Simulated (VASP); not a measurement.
Data:

```yaml
crystal:
  lattice:
    - [-1.65257, 1.65257, 1.65257]
    - [1.65257, -1.65257, 1.65257]
    - [1.65257, 1.65257, -1.65257]
  atoms:
    - { symbol: Ta, position: [0.00000, 0.00000, 0.00000] }
```

All values below come from r2SCAN meta-GGA, VASP's PBE PAW potentials (set 64) (plane waves; VASP). Run with 400 eV cut-off, 14×14×14 Γ-centred mesh, first-order Methfessel-Paxton smearing of 0.10 eV, potentials Ta_pv.

Unless said otherwise, spin-orbit coupling is left out, though it shifts the bands of the heavy elements here.

### Question
Predict the energy per atom (σ→0), band gap (on the k-mesh) with the smallest direct gap where there is one.

### Answer

| Property | Result |
|---|---|
| band gap (on the k-mesh) | none (metal, semimetal or under 0.01 eV) |
| energy per atom (σ→0) | -48.587 eV/atom |

Total energies compare only between runs with the same potentials, cut-off and functional.

The compound is Ta in the bcc structure. It was relaxed first. The start is the result of an earlier pass.
